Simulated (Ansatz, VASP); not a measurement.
## Mg (Magnesium): VASP beside Ansatz

Wanted: the spread between two codes on one cell, functional and k mesh. The cell is taken from a series of runs on this material, whose earlier steps may have relaxed, scaled, displaced or heated it; both programs get it as it stands.

Main program and level: Ansatz 0.2.0; plane waves, with VASP 6.6.1 beside it; zone-centre phonons at PBEsol.

**1. Starting point**

The structure is hexagonal, space group P6_3/mmc (No. 194). Conventional cell: a = 3.212 Å, b = 3.212 Å, c = 5.134 Å, α = 90.00°, β = 90.00°, γ = 120.00°. Mg has 12 Mg at 3.17 to 3.21 Å nearest.

As a file:

```xyz
2
Lattice="3.2122 0.0000 0.0000 -1.6061 2.7818 0.0000 0.0000 0.0000 5.1341" Properties=species:S:1:pos:R:3 pbc="T T T"
Mg    0.0000    1.8546    1.2835
Mg    1.6061    0.9273    3.8506
```

**2. VASP: zone-centre phonons, PBEsol, pair 1**

Second derivatives magnify differences that forces hide, and they need a tight electronic threshold.

Lines of VASP's logs that name or quote its potential files are left out, and so is its time.

INCAR

```
SYSTEM = Mg
PREC = Accurate
ENCUT = 600
EDIFF = 1E-08
NELM = 120
ISMEAR = 1
SIGMA = 0.2
LREAL = .FALSE.
ALGO = Normal
GGA = PS
NBANDS = 8
LORBIT = 11
LWAVE = .FALSE.
LCHARG = .FALSE.
ISIF = 2
IBRION = 8
LASPH = .TRUE.
GGA_COMPAT = .FALSE.
KPAR = 2
```

POSCAR

```
Mg
1.0
    3.2121898732      0.0000000000      0.0000000000
   -1.6060949366      2.7818380319      0.0000000000
    0.0000000000      0.0000000000      5.1341321771
Mg
2
Direct
    0.3333333333      0.6666666667      0.2500000000
    0.6666666667      0.3333333333      0.7500000000
```

KPOINTS

```
Automatic mesh
0
Gamma
15 15 8
0 0 0
```

Potentials, in the order of the species: Mg (PBE family, release 64).

Command:

```
$ mpirun -np 2 vasp_std
```

Numbers of over 12 decimals in the logs are rounded to 6 here.

Output:

```text
[banner, memory and clock lines left out]
running    2 mpi-ranks, on    1 nodes
 distrk:  each k-point on    1 cores,    2 groups
 distr:  one band on    1 cores,    1 groups

 POSCAR found type information on POSCAR Mg
 POSCAR found :  1 types and       2 ions
|                                                                             |
|               ----> ADVICE to this user running VASP <----                  |
|                                                                             |
|     You enforced a specific xc type in the INCAR file but a different       |
|     [... a line on the potential file left out ...]
|     I HOPE YOU KNOW WHAT YOU ARE DOING!                                     |
|                                                                             |

 LDA part: xc-table for (Slater+PW92), standard interpolation
 POSCAR, INCAR and KPOINTS ok, starting setup
 FFT: planning ... GRIDC
 FFT: planning ... GRID_SOFT
 FFT: planning ... GRID
 WAVECAR not read
 entering main loop
       N       E                     dE             d eps       ncg     rms          rms(c)
DAV:   1    -0.614887678265E+00   -0.61489E+00   -0.14389E+03  2160   0.398E+02
DAV:   2    -0.345027807685E+01   -0.28354E+01   -0.27642E+01  2984   0.237E+01
DAV:   3    -0.346610661797E+01   -0.15829E-01   -0.15812E-01  2976   0.232E+00
DAV:   4    -0.346614651477E+01   -0.39897E-04   -0.39897E-04  3016   0.969E-02
DAV:   5    -0.346614666496E+01   -0.15019E-06   -0.14998E-06  3024   0.419E-03    0.969E-01
DAV:   6    -0.345562681987E+01    0.10520E-01   -0.61487E-04  2656   0.184E-01    0.617E-01
DAV:   7    -0.344601571943E+01    0.96111E-02   -0.25671E-03  2336   0.337E-01    0.318E-02
DAV:   8    -0.344602115522E+01   -0.54358E-05   -0.17299E-05  3360   0.299E-02    0.643E-03
DAV:   9    -0.344602080817E+01    0.34705E-06   -0.92966E-07  2536   0.454E-03    0.581E-04
DAV:  10    -0.344602066055E+01    0.14762E-06   -0.37117E-09  3352   0.374E-04    0.138E-04
DAV:  11    -0.344602064838E+01    0.12168E-07   -0.22514E-10  1584   0.126E-04    0.101E-05
DAV:  12    -0.344602064729E+01    0.10888E-08   -0.33019E-12  1432   0.110E-05
   1 F= -.34460206E+01 E0= -.34454144E+01  d E =-.181859E-02
 Linear response reoptimize wavefunctions to high precision
DAV:   1    -0.344602064778E+01   -0.48880E-09   -0.37128E-13  1664   0.326E-06
DAV:   2    -0.344602064778E+01   -0.28422E-13   -0.87451E-14  1440   0.101E-06
 Linear response DOF=           2
 Linear response progress:
  Degree of freedom:   1/  2
       N       E                     dE             d eps       ncg     rms          rms(c)
RMM:   1    -0.128096446611E-02   -0.12810E-02   -0.88101E-04 16577   0.176E-01
RMM:   2    -0.128784790287E-02   -0.68834E-05   -0.66117E-06 13984   0.149E-02    0.212E-02
RMM:   3    -0.127274208419E-02    0.15106E-04   -0.42198E-07 14470   0.641E-03    0.135E-02
RMM:   4    -0.127125972647E-02    0.14824E-05   -0.11021E-06 14016   0.104E-02    0.748E-04
RMM:   5    -0.127182020979E-02   -0.56048E-06   -0.11088E-08 14816   0.510E-04    0.993E-05
RMM:   6    -0.127188618340E-02   -0.65974E-07   -0.19820E-10 14746   0.802E-05    0.187E-05
RMM:   7    -0.127194086144E-02   -0.54678E-07    0.12314E-10 15475   0.165E-05    0.109E-06
RMM:   8    -0.127194231745E-02   -0.14560E-08   -0.32339E-10 14629   0.204E-06    0.381E-07
 first order change of Fermi-energy   0.25586E-06
 force on displaced ion       1 direction 1 :  -0.737   0.000   0.000
 Linear response progress:
  Degree of freedom:   2/  2
       N       E                     dE             d eps       ncg     rms          rms(c)
RMM:   1    -0.119814889106E-01   -0.11981E-01   -0.62465E-02  6935   0.294E-01
RMM:   2    -0.398068121488E-02    0.80008E-02   -0.87842E-04  4746   0.412E-02    0.291E-02
RMM:   3    -0.388418341605E-02    0.96498E-04    0.10289E-05  4767   0.133E-02    0.135E-02
RMM:   4    -0.391556438164E-02   -0.31381E-04   -0.34376E-06  4838   0.745E-03    0.519E-03
RMM:   5    -0.391443630709E-02    0.11281E-05   -0.57292E-07  4820   0.408E-03    0.276E-04
RMM:   6    -0.391472564936E-02   -0.28934E-06    0.13519E-06  4983   0.266E-04    0.154E-04
RMM:   7    -0.391509112473E-02   -0.36548E-06    0.17960E-07  5029   0.103E-04    0.543E-06
RMM:   8    -0.391512678778E-02   -0.35663E-07    0.12220E-07  5170   0.110E-05    0.206E-06
RMM:   9    -0.391513278775E-02   -0.60000E-08    0.15368E-08  4892   0.243E-06    0.661E-07
 first order change of Fermi-energy  -0.26658E-05
 force on displaced ion       1 direction 3 :   0.000  -0.000  -2.760
 Linear response finished
```

OUTCAR, selected parts (step 2):

```text
ion  position               nearest neighbor table
   1  0.333  0.667  0.250-   2 3.17   2 3.17   2 3.17   2 3.17   2 3.17   2 3.17
   2  0.667  0.333  0.750-   1 3.17   1 3.17   1 3.17   1 3.17   1 3.17   1 3.17

  LATTYP: Found a hexagonal cell.
 ALAT       =     3.2121898732
 C/A-ratio  =     1.5983277389

 Subroutine GETGRP returns: Found 24 space group operations
 (whereof 12 operations were pure point group operations)

The static configuration has the point symmetry D_3d.
 The point group associated with its full space group is D_6h.

 Found    135 irreducible k-points:

   k-points           NKPTS =    135   k-points in BZ     NKDIM =    135   number of bands    NBANDS=      8

   dimension x,y,z NGX =    28 NGY =   28 NGZ =   42
   dimension x,y,z NGXF=    56 NGYF=   56 NGZF=   84

   ENCUT  =  600.0 eV  44.10 Ry    6.64 a.u.   6.42  6.42 10.25*2*pi/ulx,y,z

   NELECT =       4.0000    total number of electrons

 k-points in reciprocal lattice and weights: Automatic mesh
   0.00000000  0.00000000  0.00000000       0.001
   0.06666667  0.00000000  0.00000000       0.003
   0.13333333  0.00000000  0.00000000       0.003
   0.20000000  0.00000000  0.00000000       0.003
   0.26666667  0.00000000  0.00000000       0.003
   0.33333333  0.00000000  0.00000000       0.003
   0.40000000  0.00000000  0.00000000       0.003
   0.46666667  0.00000000  0.00000000       0.003
   0.06666667  0.06666667  0.00000000       0.003
[...]
0.33333333  0.26666667  0.50000000       0.007
   0.33333333  0.33333333  0.50000000       0.001

 average (electrostatic) potential at core
       1 -38.9265       2 -38.9265

  Total       -0.2137109     -0.2137109     -0.2157703      0.0000000      0.0000000     -0.0000000
  in kB       -7.4634072     -7.4634072     -7.5353275      0.0000000      0.0000000     -0.0000000
  external PRESSURE =      -7.4873806 kB  Pullay stress =       0.0000000 kB

  energy-cutoff  :      600.00
  volume of cell :       45.88
      direct lattice vectors                 reciprocal lattice vectors
     3.212189873  0.000000000  0.000000000     0.311314100  0.179737280  0.000000000
    -1.606094937  2.781838032  0.000000000     0.000000000  0.359474559  0.000000000
     0.000000000  0.000000000  5.134132177     0.000000000  0.000000000  0.194774884

 POSITION                                       TOTAL-FORCE (eV/Angst)
 -----------------------------------------------------------------------------------
     -0.00000      1.85456      1.28353         0.000000      0.000000      0.000000
      1.60609      0.92728      3.85060        -0.000000     -0.000000      0.000000
 -----------------------------------------------------------------------------------
    total drift:                                0.000000     -0.000000      0.000000

 Eigenvectors and eigenvalues of the dynamical matrix
 ----------------------------------------------------

   1 f  =    7.450347 THz    46.811908 2PiTHz  248.516811 cm-1    30.812144 meV
             X         Y         Z           dx          dy          dz
     -0.000000  1.854559  1.283533     0.000000    0.000000   -0.707107
      1.606095  0.927279  3.850599     0.000000   -0.000000    0.707107

   2 f  =    3.849247 THz    24.185529 2PiTHz  128.397043 cm-1    15.919197 meV
             X         Y         Z           dx          dy          dz
     -0.000000  1.854559  1.283533    -0.707107    0.000000   -0.000000
      1.606095  0.927279  3.850599     0.707107    0.000000   -0.000000

   3 f  =    3.849247 THz    24.185529 2PiTHz  128.397043 cm-1    15.919197 meV
             X         Y         Z           dx          dy          dz
     -0.000000  1.854559  1.283533     0.000000   -0.707107    0.000000
      1.606095  0.927279  3.850599    -0.000000    0.707107    0.000000

   4 f  =    0.000000 THz     0.000000 2PiTHz    0.000002 cm-1     0.000000 meV
             X         Y         Z           dx          dy          dz
     -0.000000  1.854559  1.283533     0.049063    0.421623    0.565532
      1.606095  0.927279  3.850599     0.049063    0.421623    0.565532

   5 f/i=    0.000000 THz     0.000000 2PiTHz    0.000001 cm-1     0.000000 meV
             X         Y         Z           dx          dy          dz
     -0.000000  1.854559  1.283533     0.686979    0.100156   -0.134269
      1.606095  0.927279  3.850599     0.686979    0.100156   -0.134269

   6 f/i=    0.000000 THz     0.000000 2PiTHz    0.000002 cm-1     0.000000 meV
             X         Y         Z           dx          dy          dz
     -0.000000  1.854559  1.283533    -0.160163    0.558751   -0.402672
      1.606095  0.927279  3.850599    -0.160163    0.558751   -0.402672

 ELASTIC MODULI CONTR FROM IONIC RELAXATION (kBar)
 Direction    XX          YY          ZZ          XY          YZ          ZX
 --------------------------------------------------------------------------------
 XX         -30.4090     30.4090      0.0000      0.0000     -0.0000      0.0000
 YY          30.4090    -30.4090      0.0000     -0.0000      0.0000      0.0000
 ZZ           0.0000      0.0000      0.0000      0.0000      0.0000      0.0000
 XY           0.0000     -0.0000      0.0000    -30.4090     -0.0000      0.0000
 YZ          -0.0000      0.0000      0.0000     -0.0000     -0.0000      0.0000
 ZX           0.0000      0.0000      0.0000      0.0000      0.0000      0.0000
 --------------------------------------------------------------------------------
```

**3. Ansatz: zone-centre phonons, PBEsol, pair 1**

Ansatz runs on its PAW soft_1 files.

The same cell, functional, mesh and smearing now go to Ansatz, which takes its cutoff from its data sets.

input.yaml

```yaml
crystal:
  lattice:
    - [3.2121898732, 0.0, 0.0]
    - [-1.6060949366, 2.7818380319, 0.0]
    - [0.0, 0.0, 5.1341321771]
  atoms:
    - { symbol: Mg, position: [0.3333333333, 0.6666666667, 0.25] }
    - { symbol: Mg, position: [0.6666666667, 0.3333333333, 0.75] }
kpoints:
  mp_grid: { grid: [15, 15, 8] }
hamiltonian:
  xc: pbesol
  pseudopotentials: { kind: paw, azcp: { folder: soft_1 }, xc_functional: pbe }
scf:
  occupations: { method: methfessel_paxton, width: 0.2 }
output:
  eigenvalues: true
phonons:
  method: dfpt
```

Command:

```
$ ansatz run input.yaml --threads 4 --pin off --max-ram 10240MiB --backend cpu --events-out ev --progress --plain --runs-dir out
```

Output:

```text
zone centre: on kpoints.mp_grid the ground state, and the responses unless they are solved on pairs of k-points, stand on 320 of the mesh's 1800 k-points, reduced under 4 symmetry operations, with k and −k counted as one. Each operation leaves every solved displacement unchanged or reverses it
Engine: ansatz 0.2.0, aarch64-unknown-linux-gnu
Pseudopotentials: kind: paw
Pseudopotential: Mg, paw, valence charge 10, recommended cutoff 420 eV (normal), soft_1/Mg.paw.azcp
Functional definition: PBEsol
  exchange = pbesol_x
  correlation = pbesol_c
Crystal: 2 atoms, lattice volume = 45.878 Å³
Basis set: ecut = 420 eV, 905 PW (Γ), exchange–correlation on 48×48×72 points (8 copies of the dense FFT grid, shifted against one another)
Bands: 14, of which v1, the nominal top of the filled ones, is band 10 counted from 1 (9 counted from 0)
Symmetry: 24 space group operations
k-points: 320 of 1800 (irreducible under 4 space group operations, time reversal used)
Non-local potential: Mg, projectors of the file, l = 0: 3, l = 1: 2, l = 2: 1
PAW form: soft (Blöchl's): semilocal exchange-correlation on the pseudo side does not see the compensation charge
PAW frozen core: Mg, regenerated for the run's functional, and the local potential with it (the file was generated under x = pbe(κ = 0.804, μ = 0.219515), c = pbe(β = 0.066725))
PAW one-centre angular grid: Mg, 110 points (default); XC on 64 Gauss nodes
Initial density: superposition of atomic densities (chi_scale 0.1, normalization cell)
Initial wavefunctions: pseudopotential atomic-orbital guess
Functional: x = pbesol(κ = 0.804, μ = 0.123457), c = pbesol(β = 0.046)
SCF iter   1: F=—  HF=-3824.133027 eV  |F-HF|=—  |Δ(HF+E_count)|=         —  Δρ=1.39e-2  dr2=1.18e-1  ethr=3.10e-3  ⟨swp⟩=5.0  Hψ=22155  notcnv=0
preconditioner: auto → none  [metal: Δε(μ)=0.028 eV  Ē_g=6.906 eV  σ=0.200 eV  W_gap=0.12  n_scr=8 (ndim 8)  ℏωp=11.0 eV  f_vac=0.000  D(μ)=0.95/eV (n_scr^D=2)  sad-step TF]
SCF iter   2: F=—  HF=-3824.121471 eV  |F-HF|=—  |Δ(HF+E_count)|=   1.16e-2  S|Δr|=    0.00e0  Δρ=9.76e-3  dr2=6.01e-2  ethr=5.92e-4  ⟨swp⟩=1.0  Hψ=7040  notcnv=0
SCF iter   3: F=—  HF=-3824.103240 eV  |F-HF|=—  |Δ(HF+E_count)|=   1.82e-2  S|Δr|=    0.00e0  Δρ=1.60e-3  dr2=1.56e-3  ethr=3.00e-4  ⟨swp⟩=1.2  Hψ=4543  notcnv=0
SCF iter   4: F=—  HF=-3824.102947 eV  |F-HF|=—  |Δ(HF+E_count)|=   2.93e-4  S|Δr|=    0.00e0  Δρ=1.24e-4  dr2=2.85e-6  ethr=7.80e-6  ⟨swp⟩=2.8  Hψ=7789  notcnv=0
SCF iter   5: F=—  HF=-3824.102947 eV  |F-HF|=—  |Δ(HF+E_count)|=   4.33e-7  S|Δr|=    0.00e0  Δρ=1.43e-5  dr2=2.67e-8  ethr=1.43e-8  ⟨swp⟩=2.0  Hψ=7778  notcnv=0
SCF iter   6: F=—  HF=-3824.102947 eV  |F-HF|=—  |Δ(HF+E_count)|=   2.92e-7  S|Δr|=    0.00e0  Δρ=2.43e-6  dr2=7.90e-10  ethr=1.33e-10  ⟨swp⟩=2.0  Hψ=7691  notcnv=0
SCF iter   7: F=-3824.102947 eV  HF=-3824.102947 eV  |F-HF|=3.64e-12  |Δ(HF+E_count)|=   1.61e-9  S|Δr|=    0.00e0  Δρ=1.36e-7  dr2=4.05e-12  ethr=1.00e-12  ⟨swp⟩=4.5  Hψ=23181  notcnv=0
SCF 1 converged in 7 iterations: F = -3824.102947 eV  dr2 = 4.05e-12
  greatest PAW one-centre occupation: 1.000 electrons in one spin orbital (limit 2), on the Mg atom at site 1 (counted from 0), in its partial waves of l = 0
DFPT response loops at Γ: preconditioner auto → Kerker (q_TF=auto, 2.376 Å⁻¹) (partly filled bands, converged f_vac=0.000); β = 1.00, the filter's whole step (`scf.mixing.beta` (0.50) is not read by the response loops under this deck's `scf.mixing.preconditioner`; to damp them name `kerker` or `kerker_dos`, under which they read `scf.mixing.beta`, and type it under 1.00, their step now; both keys bind the ground state too); Broyden in place of MSR1
SCF converged after 7 iterations
Stability not checked: this state was not tested for a lower state beside it, because cold or Methfessel-Paxton smearing, or corrected tetrahedra, fill the levels in a way that the test cannot read (fill_not_monotonic; see scf.lower_state_search)
Free energy (F): -3824.102947 eV
Harris-Foulkes:  -3824.102947 eV  (|F-HF|=3.64e-12)
Internal energy: -3824.101103 eV  (E = F + TS)
E sigma→0 (E₀):  -3824.102486 eV
Entropy (-TS):   -0.001844 eV (-0.922 meV/atom)
Fermi energy:    5.562857 eV
--- Per-component energies (eV) ---
  E_band       = -713.219223
  E_kinetic    = 138.322188
  E_local      = -3427.474701  (includes V_loc(G=0)·N_el)
  E_nonlocal   = 391.969955
  E_hartree    = 1168.065726
  E_xc         = -51.332341
  E_vxc        = -66.518895  (∫ρ·V_xc dr)
  E_paw        = -580.179964  (= ΣΔE_a)
  E_vpaw       = -85.648955  (= ΣTr[D̂ρ^β])
  E_aug_tail   = -0.000285  (compensation charges beyond the density's cutoff)
  E_ewald      = -1463.589404
  E_core_change = 0.117725  (= ΣΔE_core)
  E_smearing   = -0.001844  (= −TS)
  E_closure    = -0.000000  (closes the sum)
  Σ components = -3824.102947   (vs F -3824.102947, Δ=0.00e0)
--- Band table (eV; the first three rows and the last of 320) ---
  k-point 0: bands = [... 6 lower, -37.0053, -37.0053, -1.3601, 3.9701, 4.4753, 16.3315, 16.3315, 16.4130]
  k-point 1: bands = [... 6 lower, -37.0055, -37.0055, -1.2704, 2.9190, 5.6804, 16.4026, 16.4026, 16.4743]
  k-point 2: bands = [... 6 lower, -37.0061, -37.0061, -1.0019, 1.8087, 7.2525, 14.8597, 16.6088, 16.6088]
  k-point 319: bands = [... 6 lower, -37.0119, -37.0119, 3.1626, 3.1626, 7.9959, 7.9959, 9.4397, 9.4397]
--- Phonons (Γ-DFPT): 2 representative perturbations + reference, on 320 of 1800 k-points (Σ response iterations 6) ---
  k mesh reduced under 4 symmetry operations, with k and −k counted as one. Each operation leaves every solved displacement unchanged or reverses it
  ASR residual: 1.202e-4 → 0.000e0 eV/Å²; symmetrization residual: 5.735e-13 eV/Å²
  ASR residual per site (eV/Å²): 1.20e-4 1.20e-4
  Γ frequencies (cm⁻¹): 0.00 0.00 0.00 127.96 127.96 247.66
  non-analytic LO–TO correction: not included (Born effective charges unavailable; polar crystals: no LO–TO splitting at Γ)
```

In the SCF lines HF is the Harris–Foulkes energy and dr2 the Hartree energy of the density residual, in eV; the loop may stop once dr2 is under the threshold and the program's other checks hold. Hψ counts applications of the Hamiltonian.

**4. Side by side**

Known differences besides the potentials themselves: the data sets hold 20 valence electrons in Ansatz (on its PAW soft_1 files) and 4 in VASP; the cutoff is 420 eV in Ansatz and 600 eV in VASP; Ansatz makes its cores anew for this functional, VASP keeps those of its PBE data sets. Total energies have different zeros and are not compared.

Both answers:

| quantity | Ansatz | VASP | difference |
| --- | --- | --- | --- |
| optical mode 1 to 2 (cm⁻¹) | 128.0 | 128.4 | -0.34 % |
| optical mode 3 (cm⁻¹) | 247.7 | 248.5 | -0.34 % |

Modes are paired by rising frequency, not by their patterns, so a pair may set unlike modes beside each other; they are those without the splitting of longitudinal modes.

(Part 1 of 2 ends here.)

[Lines on the potential files, build, host, timing and source positions are cut from VASP's logs without a mark.]

[Logs are printed without paths, hosts, clocks, repeated set-up lines and the standing remarks that a program may print on its own settings, such as how far it seeks lower states.]

[Hosts, paths, dates, database ids (printed as entryN), source tags and the programs' standing remarks are cut or masked in the printed files.]
